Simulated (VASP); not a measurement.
Energy against volume of CdTe (zinc blende). Method: PBE GGA with D4 dispersion, VASP's PBE PAW potentials (set 64) (plane waves; VASP 6.6.1). Run with 520 eV cut-off, 7×7×7 Γ-centred mesh, Gaussian smearing of 0.050 eV, potentials Cd Te.

```tsv
V (Å³/atom)	E (eV/atom)
32.606	-2.72687
33.647	-2.74025
34.687	-2.74436
35.728	-2.74062
```

Problem. Fit these four points and predict the energy of the run at 36.768 Å³/atom.

Solution. A cubic in V^(−2/3), the third-order Birch-Murnaghan form, passes through the four points with V0 = 34.68 Å³/atom and B0 = 40 GPa, and gives -2.7302 eV/atom there. The run gave -2.7303 eV/atom, -0.1 meV/atom from the fit; all five points give B0 = 40 GPa.

The compound is CdTe in the zinc blende structure. It was relaxed first.
